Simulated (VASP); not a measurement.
Here is a VASP 6.6.1 calculation.

File INCAR:

```
SYSTEM = BiN
PREC     = Accurate       ! precision mode
ENCUT    = 520            ! plane-wave cutoff, eV
EDIFF    = 1E-6           ! SCF threshold, eV
ISMEAR   = 0              ! smearing method
SIGMA    = 0.05           ! smearing width, eV
LREAL    = .FALSE.        ! projectors in reciprocal space
LASPH    = .TRUE.         ! aspherical terms in the spheres
NELM     = 100            ! most SCF steps
ALGO     = Normal         ! electronic algorithm
ISIF     = 2              ! what is computed and relaxed
LWAVE    = .FALSE.        ! write WAVECAR
LCHARG   = .TRUE.         ! write CHGCAR
GGA      = PS             ! functional
LELF     = .TRUE.         ! ELF
LVHAR    = .TRUE.       
NBANDS   = 17             ! bands
```

The input KPOINTS:

```
regular mesh
0
G
  6 6 6
  0 0 0
```

The input POSCAR:

```
BiN
1.0
    3.1542020226      0.0000000000      0.0000000000
    0.0000000000      3.1542020226      0.0000000000
    0.0000000000      0.0000000000      3.1542020226
Bi N
1 1
Direct
    0.0000000000      0.0000000000      0.0000000000
    0.5000000000      0.5000000000      0.5000000000
```

Potentials or basis: VASP PAW PBE potentials, release 64 (Bi_d, N).

Run with:

```bash
$ cat potpaw_PBE.64/Bi_d/POTCAR potpaw_PBE.64/N/POTCAR > POTCAR
$ mpirun -np 1 vasp_std > vasp.out
```

Q: Estimate the pressure.

A: -1.9 GPa.

Q: Estimate the band gap on the k mesh.

A: None (metal or under the smearing width).

Caveat: the PAW data sets were made with another functional, which shifts forces and pressure a little; spin-orbit coupling is left out, which moves the levels of the heavy elements.
